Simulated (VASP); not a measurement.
Computed with LDA (Ceperley-Alder, Perdew-Zunger), VASP's LDA PAW potentials (set 64) (plane waves; VASP).

Gaps are without spin-orbit coupling.

Problem. Order these relaxed crystals by band gap, smallest first: Bi2O3, Pm (6); BaS, Fm-3m (225); BN, P6_3/mmc (194); TiPN3, Amm2 (38).

Solution. TiPN3, Amm2 (38) (0.50 eV), Bi2O3, Pm (6) (1.63 eV), BaS, Fm-3m (225) (1.83 eV), BN, P6_3/mmc (194) (4.00 eV)
